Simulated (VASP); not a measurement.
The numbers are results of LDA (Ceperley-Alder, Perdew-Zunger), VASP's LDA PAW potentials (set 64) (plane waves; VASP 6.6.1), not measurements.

A VASP calculation is set up with these files.

### KPOINTS
```
Automatic mesh
0
Gamma
7 7 5
0 0 0
```

**INCAR**
```
SYSTEM = Se
PREC = Accurate
ENCUT = 500
EDIFF = 1E-6
NELM = 100
ALGO = Normal
LREAL = .FALSE.
LASPH = .TRUE.
ISMEAR = 0
SIGMA = 0.05
LMAXMIX = 4
LWAVE = .FALSE.
LCHARG = .FALSE.
IBRION = 2
ISIF = 3
NSW = 40
EDIFFG = -0.02
```

### POSCAR
```
Se
1
    1.9750970562    -3.4209684408    -0.0000000000
    1.9750970562     3.4209684408     0.0000000000
    0.0000000000    -0.0000000000     5.1209021999
Se
3
Direct
  1.0000000000   0.2558428306   0.6666670000
  0.7441571694   0.7441571694   0.0000000000
  0.2558428306   1.0000000000   0.3333330000
```

POTCAR, in this order: Se (LDA.64 set). Program: vasp_std.

Output of the run:

OSZICAR:
```
       N       E                     dE             d eps       ncg     rms          rms(c)
DAV:   1     0.822642428020E+02    0.82264E+02   -0.73659E+03   832   0.114E+03
DAV:   2    -0.689430778109E+01   -0.89159E+02   -0.85064E+02  1134   0.179E+02
DAV:   3    -0.125131694047E+02   -0.56189E+01   -0.55810E+01   997   0.517E+01
DAV:   4    -0.125635990669E+02   -0.50430E-01   -0.50389E-01   957   0.575E+00
DAV:   5    -0.125639930345E+02   -0.39397E-03   -0.39395E-03  1017   0.485E-01    0.762E+00
DAV:   6    -0.125014475816E+02    0.62545E-01   -0.32992E-02   857   0.129E+00    0.466E+00
DAV:   7    -0.124784797367E+02    0.22968E-01   -0.62127E-02   887   0.171E+00    0.187E-01
DAV:   8    -0.124775741883E+02    0.90555E-03   -0.90386E-03   842   0.679E-01    0.112E-01
DAV:   9    -0.124776037791E+02   -0.29591E-04   -0.26262E-04  1007   0.128E-01    0.296E-02
DAV:  10    -0.124775939202E+02    0.98589E-05   -0.35296E-05   952   0.441E-02    0.696E-03
DAV:  11    -0.124775943268E+02   -0.40653E-06   -0.74073E-06   917   0.174E-02
   1 F= -.12477594E+02 E0= -.12477594E+02  d E =-.124776E+02
```

**OUTCAR**
```
------------------------ aborting loop because EDIFF is reached ----------------------------------------
  FORCE on cell =-STRESS in cart. coord.  units (eV):
  Direction    XX          YY          ZZ          XY          YZ          ZX
  --------------------------------------------------------------------------------------
  Total       -0.0047676     -0.0047676      0.0349128      0.0000000      0.0000000      0.0000000
  in kB       -0.1103806     -0.1103806      0.8083152      0.0000000      0.0000000      0.0000000
  external PRESSURE =       0.1958513 kB  Pullay stress =       0.0000000 kB
  volume of cell :       69.20
      direct lattice vectors                 reciprocal lattice vectors
     1.975097056 -3.420968441  0.000000000     0.253152116 -0.146157443  0.000000000
     1.975097056  3.420968441  0.000000000     0.253152116  0.146157443  0.000000000
     0.000000000  0.000000000  5.120902200     0.000000000  0.000000000  0.195278090
 POSITION                                       TOTAL-FORCE (eV/Angst)
 -----------------------------------------------------------------------------------
      0.50531      0.87523      3.41394         0.002746      0.004756     -0.000000
      2.93957      0.00000      0.00000        -0.005492     -0.000000     -0.000000
      0.50531     -0.87523      1.70697         0.002746     -0.004756      0.000000
 -----------------------------------------------------------------------------------
    total drift:                               -0.000235     -0.000443      0.000012
  FREE ENERGIE OF THE ION-ELECTRON SYSTEM (eV)
  ---------------------------------------------------
  free  energy   TOTEN  =       -12.4775943268 eV

  energy  without entropy=      -12.4775943268  energy(sigma->0) =      -12.47759433

 reached required accuracy - stopping structural energy minimisation
```
(Selected blocks of OUTCAR.)

The compound is Se in the trig structure. It was relaxed first, which changed the volume by -15 %.
